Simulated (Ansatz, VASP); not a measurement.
## MoS2 in two plane-wave programs

One calculation is typed for both programs; each brings its own data sets. How far apart do they land? The cell is taken from a series of runs on this material, whose earlier steps may have relaxed, scaled, displaced or heated it; both programs get it as it stands.

Method: plane waves, with VASP 6.6.1 beside it; zone-centre phonons at PBEsol with D3(BJ), in Ansatz 0.2.0.

## Step 1: The starting structure

Symmetry: P6_3/mmc, No. 194, hexagonal system. Conventional cell: a = 3.083 Å, b = 3.083 Å, c = 11.433 Å, α = 90.00°, β = 90.00°, γ = 120.00°. Nearest to S lie 3 Mo at 2.37 Å. Nearest to Mo lie 6 S at 2.37 Å. Farther neighbours and most contacts between anions are not listed.

## Step 2: Ansatz: zone-centre phonons, PBEsol with D3(BJ)

Ansatz runs on its PAW soft_1 files.

Second derivatives magnify differences that forces hide, and they need a tight electronic threshold.

Input file input.yaml:

```yaml
crystal:
  lattice:
    - [3.0828661001, 0.0, 0.0]
    - [-1.5414330501, 2.6698403592, 0.0]
    - [0.0, 0.0, 11.4328830025]
  atoms:
    - { symbol: S, position: [0.3333333333, 0.6666666667, 0.6130182141] }
    - { symbol: S, position: [0.6666666667, 0.3333333333, 0.1130182141] }
    - { symbol: S, position: [0.3333333333, 0.6666666667, 0.8869817859] }
    - { symbol: S, position: [0.6666666667, 0.3333333333, 0.3869817859] }
    - { symbol: Mo, position: [0.3333333333, 0.6666666667, 0.25] }
    - { symbol: Mo, position: [0.6666666667, 0.3333333333, 0.75] }
kpoints:
  mp_grid: { grid: [15, 15, 4] }
hamiltonian:
  xc: pbesol
  dispersion: d3bj
  pseudopotentials: { kind: paw, azcp: { folder: soft_1 }, xc_functional: pbe }
scf:
  occupations: { method: fixed }
output:
  eigenvalues: true
phonons:
  method: dfpt
  dielectric: true
  rigid_motions: translations
```

Run with:

```sh
$ ansatz run input.yaml --threads 8 --pin off --max-ram 16384MiB --backend cpu --events-out ev --progress --plain --runs-dir out
```

Numbers of over 12 decimals in the logs are rounded to 6 here.

Output:

```text
Engine: ansatz 0.2.0, aarch64-unknown-linux-gnu
Pseudopotentials: kind: paw
Pseudopotential: S, paw, valence charge 6, recommended cutoff 420 eV (normal), soft_1/S.paw.azcp
Pseudopotential: Mo, paw, valence charge 14, recommended cutoff 420 eV (normal), soft_1/Mo.paw.azcp
Functional definition: PBEsol
  exchange = pbesol_x
  correlation = pbesol_c
Crystal: 6 atoms, lattice volume = 94.101 Å³
Basis set: ecut = 420 eV, 1863 PW (Γ), exchange–correlation on 48×48×160 points (8 copies of the dense FFT grid, shifted against one another)
Bands: 32, of which v1, the nominal top of the filled ones, is band 26 counted from 1 (25 counted from 0)
Symmetry: 24 space group operations
k-points: 248 of 900 (irreducible under 2 space group operations, time reversal used)
Non-local potential: S, projectors of the file, l = 0: 2, l = 1: 2, l = 2: 1
Non-local potential: Mo, projectors of the file, l = 0: 3, l = 1: 2, l = 2: 2, l = 3: 1
PAW form: soft (Blöchl's): semilocal exchange-correlation on the pseudo side does not see the compensation charge
PAW frozen core: S, regenerated for the run's functional, and the local potential with it (the file was generated under x = pbe(κ = 0.804, μ = 0.219515), c = pbe(β = 0.066725))
PAW frozen core: Mo, regenerated for the run's functional, and the local potential with it (the file was generated under x = pbe(κ = 0.804, μ = 0.219515), c = pbe(β = 0.066725))
PAW one-centre angular grid: S, 110 points (default); XC on 64 Gauss nodes
PAW one-centre angular grid: Mo, 590 points (default); XC on 64 Gauss nodes
Initial density: superposition of atomic densities (chi_scale 0.1, normalization cell, long waves kept (reshape's long-wave potential 0.05 eV rms))
Initial wavefunctions: pseudopotential atomic-orbital guess
Functional: x = pbesol(κ = 0.804, μ = 0.123457), c = pbesol(β = 0.046)
SCF iter   1: F=—  HF=-13344.318330 eV  |F-HF|=—  |Δ(HF+E_count)|=         —  Δρ=6.19e-2  dr2=4.70e0  ethr=3.10e-3  ⟨swp⟩=5.2  Hψ=35196  notcnv=0  defer=594
preconditioner: auto → Resta (q_TF=auto, 2.471 Å⁻¹)  ε∞=8.3  [insulator: Δε(μ)=0.236 eV  Ē_g=8.483 eV  n_scr=26 (ndim 8)  ℏωp=23.0 eV  f_vac=0.000  ε∞_Penn≈8.3]
SCF iter   2: F=—  HF=-13343.117492 eV  |F-HF|=—  |Δ(HF+E_count)|=    1.20e0  Δρ=2.87e-2  dr2=1.68e0  ethr=3.10e-3  ⟨swp⟩=2.7  Hψ=15132  notcnv=0  defer=490
SCF iter   3: F=—  HF=-13342.744326 eV  |F-HF|=—  |Δ(HF+E_count)|=   3.73e-1  Δρ=1.47e-2  dr2=2.47e-1  ethr=3.10e-3  ⟨swp⟩=2.7  Hψ=11957  notcnv=0  defer=880
SCF iter   4: F=—  HF=-13342.685007 eV  |F-HF|=—  |Δ(HF+E_count)|=   5.93e-2  Δρ=3.68e-3  dr2=1.61e-2  ethr=4.75e-4  ⟨swp⟩=2.3  Hψ=13816  notcnv=0  defer=904
SCF iter   5: F=—  HF=-13342.683969 eV  |F-HF|=—  |Δ(HF+E_count)|=   1.04e-3  Δρ=8.58e-4  dr2=9.43e-4  ethr=3.10e-5  ⟨swp⟩=2.1  Hψ=11220  notcnv=0  defer=987
SCF iter   6: F=—  HF=-13342.684229 eV  |F-HF|=—  |Δ(HF+E_count)|=   2.60e-4  Δρ=3.08e-4  dr2=1.45e-4  ethr=1.81e-6  ⟨swp⟩=2.0  Hψ=12524  notcnv=0  defer=989
SCF iter   7: F=—  HF=-13342.684222 eV  |F-HF|=—  |Δ(HF+E_count)|=   6.19e-6  Δρ=3.92e-5  dr2=1.41e-6  ethr=2.79e-7  ⟨swp⟩=2.0  Hψ=10576  notcnv=0  defer=863
SCF iter   8: F=—  HF=-13342.684224 eV  |F-HF|=—  |Δ(HF+E_count)|=   1.71e-6  Δρ=7.27e-6  dr2=4.88e-8  ethr=2.71e-9  ⟨swp⟩=2.3  Hψ=14938  notcnv=0  defer=697
SCF iter   9: F=—  HF=-13342.684224 eV  |F-HF|=—  |Δ(HF+E_count)|=   5.92e-8  Δρ=1.49e-6  dr2=2.18e-9  ethr=9.39e-11  ⟨swp⟩=2.0  Hψ=12986  notcnv=0  defer=696
SCF iter  10: F=-13342.684224 eV  HF=-13342.684224 eV  |F-HF|=1.82e-12  |Δ(HF+E_count)|=  9.09e-12  Δρ=2.48e-7  dr2=5.25e-11  ethr=1.00e-12  ⟨swp⟩=14.2  Hψ=64191  notcnv=0
SCF 1 converged in 10 iterations: F = -13342.684224 eV  dr2 = 5.25e-11
  greatest PAW one-centre occupation: 0.999 electrons in one spin orbital (limit 2), on the Mo atom at site 5 (counted from 0), in its partial waves of l = 0
NSCF: frozen V_eff on 55 k-points
DFPT response loops at Γ: preconditioner auto → Resta (q_TF=auto, 2.471 Å⁻¹)  ε∞=12.4 (no band partly filled); β = 1.00, the filter's whole step (`scf.mixing.beta` (0.50) is not read by the response loops at its default; to damp them type it under 1.00, their step now; it binds the ground state too); Broyden in place of MSR1
── the response to a field inside a basis, on 16×16×4 k-points: an SCF that follows is theirs, and a resumed run solves both again ──
Bands: 27, of which v1, the nominal top of the filled ones, is band 26 counted from 1 (25 counted from 0)
k-points: 144 of 1024 (irreducible under 8 space group operations)
Initial density: handed on by an earlier stage of this run
Initial wavefunctions: pseudopotential atomic-orbital guess (no wavefunctions were taken with the density)
Eigensolver: Dense (144 Hₖ)
SCF iter   1: F=—  HF=-13342.637315 eV  |F-HF|=—  |Δ(HF+E_count)|=         —  Δρ=2.05e-4  dr2=8.76e-6  ethr=1.00e-1
preconditioner: auto → Resta (q_TF=auto, 2.471 Å⁻¹)  ε∞=10.8  [insulator: Δε(μ)=0.460 eV  Ē_g=7.349 eV  n_scr=26 (ndim 8)  ℏωp=23.0 eV  f_vac=0.000  ε∞_Penn≈10.8]
SCF iter   2: F=—  HF=-13342.637319 eV  |F-HF|=—  |Δ(HF+E_count)|=   3.99e-6  Δρ=1.13e-4  dr2=2.91e-6  ethr=1.68e-8
SCF iter   3: F=—  HF=-13342.637321 eV  |F-HF|=—  |Δ(HF+E_count)|=   1.64e-6  Δρ=8.47e-6  dr2=1.31e-7  ethr=5.59e-9
SCF iter   4: F=-13342.637321 eV  HF=-13342.637321 eV  |F-HF|=3.56e-9  |Δ(HF+E_count)|=   1.16e-8  Δρ=4.68e-6  dr2=1.55e-8  ethr=2.52e-10
SCF 1 converged in 4 iterations: F = -13342.637321 eV  dr2 = 1.55e-8
DFPT response loops at Γ: preconditioner auto → Resta (q_TF=auto, 2.471 Å⁻¹)  ε∞=11.4 (no band partly filled); β = 1.00, the filter's whole step (`scf.mixing.beta` (0.50) is not read by the response loops at its default; to damp them type it under 1.00, their step now; it binds the ground state too); Broyden in place of MSR1
SCF converged after 10 iterations
Free energy (F): -13342.684224 eV
Harris-Foulkes:  -13342.684224 eV  (|F-HF|=1.82e-12)
Internal energy: -13342.684224 eV  (E = F + TS)
E sigma→0 (E₀):  -13342.684224 eV
Fermi energy:    13.335080 eV
--- Per-component energies (eV) ---
  E_band       = -206.232731
  E_kinetic    = 1278.324985
  E_local      = -3306.026843  (includes V_loc(G=0)·N_el)
  E_nonlocal   = 439.026623
  E_hartree    = 1259.325115
  E_xc         = -707.716311
  E_vxc        = -775.791335  (∫ρ·V_xc dr)
  E_paw        = -8677.809195  (= ΣΔE_a)
  E_vpaw       = -360.416545  (= ΣTr[D̂ρ^β])
  E_aug_tail   = 0.000084  (compensation charges beyond the density's cutoff)
  E_ewald      = -3625.952434
  E_disp       = -2.522644  (pairwise vdW)
  E_core_change = 0.666397  (= ΣΔE_core)
  E_smearing   = -0.000000  (= −TS)
  E_closure    = 0.000000  (closes the sum)
  Σ components = -13342.684224   (vs F -13342.684224, Δ=0.00e0)
--- Band table (eV; the first three rows and the last of 248) ---
  k-point 0: bands = [... 22 lower, 11.0112, 11.5170, 12.5123, 13.3351, 15.3000, 15.3000, 15.3433, 15.3433, ... 2 higher]
  k-point 1: bands = [... 22 lower, 10.9924, 11.0557, 12.7798, 13.2803, 15.2929, 15.2929, 15.2939, 15.2939, ... 2 higher]
  k-point 2: bands = [... 22 lower, 10.9473, 10.9473, 13.1004, 13.1004, 15.2824, 15.2824, 15.2824, 15.2824, ... 2 higher]
  k-point 247: bands = [... 22 lower, 10.4666, 10.9962, 11.6334, 11.7824, 14.1656, 14.7554, 15.3074, 15.3924, ... 2 higher]
--- Phonons (Γ-DFPT): 4 representative perturbations + reference, on 248 of 900 k-points (Σ response iterations 12) ---
  k mesh reduced under 2 symmetry operations, with k and −k counted as one. Each operation leaves every solved perturbation unchanged. A smaller set is not considered because the run solves the response to a homogeneous field
  ASR residual: 8.312e-5 → 0.000e0 eV/Å²; symmetrization residual: 4.153e-6 eV/Å²
  pairwise dispersion correction: d3bj (s6 = 1.0, s8 = 2.9491, a1 = 0.4466, a2_bohr = 6.1742), with the weights of each atom's references fixed at the reference crystal's, and the forces and stress that the weights' published response gives there kept as a pressure on the atom's counted neighbours (hamiltonian.dispersion)
  ASR residual per site (eV/Å²): 7.78e-5 7.78e-5 7.78e-5 7.78e-5 8.31e-5 8.31e-5
  Γ frequencies (cm⁻¹): 0.00 0.00 0.00 55.79 55.79 98.82 292.32 292.32 299.58 299.58 394.28 394.28 395.77 395.77 414.62 430.99 477.82 486.79
  ε∞ (high-frequency dielectric tensor):
       16.467512    -0.000000    -0.000000
       -0.000000    16.467512    -0.000000
       -0.000000    -0.000000    10.137485
  ε⁰ (static dielectric tensor: ions relaxed, cell fixed):
       16.715715    -0.000000    -0.000000
       -0.000000    16.715715     0.000000
       -0.000000     0.000000    10.293701
  ε⁰ − ε∞ (ionic part):
        0.248203    -0.000000    -0.000000
       -0.000000     0.248203     0.000000
       -0.000000     0.000000     0.156217
  softest optical mode at Γ: 55.79 cm⁻¹; the repairs (sum rule, projections) moved no ω² at Γ by more than (1.14 cm⁻¹)²
  Born effective charges Z* (e; rows j = field, columns β = displacement):
    site 0:
         0.59767   -0.00000   -0.00000
        -0.00000    0.59767   -0.00000
         0.00000   -0.00000    0.57244
    site 1:
         0.59767   -0.00000   -0.00000
        -0.00000    0.59767    0.00000
        -0.00000    0.00000    0.57244
    site 2:
         0.59767   -0.00000   -0.00000
        -0.00000    0.59767    0.00000
        -0.00000    0.00000    0.57244
    site 3:
         0.59767   -0.00000    0.00000
        -0.00000    0.59767   -0.00000
         0.00000   -0.00000    0.57244
    site 4:
        -1.19533    0.00000    0.00000
         0.00000   -1.19533   -0.00000
         0.00000   -0.00000   -1.14489
    site 5:
[...]
Z* charge neutrality: 9.188e-3 e pre-enforcement
  solved inside a basis spanned on kpoints, on 16×16×4 k-points, its susceptibility summed on 22×22×6: ε∞ is read to err by 5.9e-2, Z* by 1.8e-2 e (field_mesh: kpoints solves on kpoints); Z* is corrected for what the basis lacks
  optical modes at Γ without the LO–TO term, one row a degenerate level:
      ω (cm⁻¹)  modes    IR ((D/Å)²/amu)
[...]
optical modes at Γ + LO–TO along q̂ = [1.0000, 0.0000, 0.0000]:
      ω (cm⁻¹)  modes    IR ((D/Å)²/amu)
[...]
optical modes at Γ + LO–TO along q̂ = [0.0000, 1.0000, 0.0000]:
      ω (cm⁻¹)  modes    IR ((D/Å)²/amu)
[...]
optical modes at Γ + LO–TO along q̂ = [0.0000, 0.0000, 1.0000]:
      ω (cm⁻¹)  modes    IR ((D/Å)²/amu)
[...]
292.32      2             0.0000
        299.58      2             0.0000
        394.28      2             0.0000
        395.77      2             3.4306
        414.62      1             0.0000
        430.99      1             0.0000
        481.49      1             1.5736
        486.79      1             0.0000
```

The column dr2 measures how far the density is from self-consistency, as an energy; F and HF (Harris–Foulkes) agree once it is small.

[end of part 1 of 2]

[Lines on the potential files, build, host, timing and source positions are cut from VASP's logs without a mark.]

[Logs are printed without paths, hosts, clocks, repeated set-up lines and the standing remarks that a program may print on its own settings, such as how far it seeks lower states.]

[Hosts, paths, dates, database ids (printed as entryN), source tags and the programs' standing remarks are cut or masked in the printed files.]
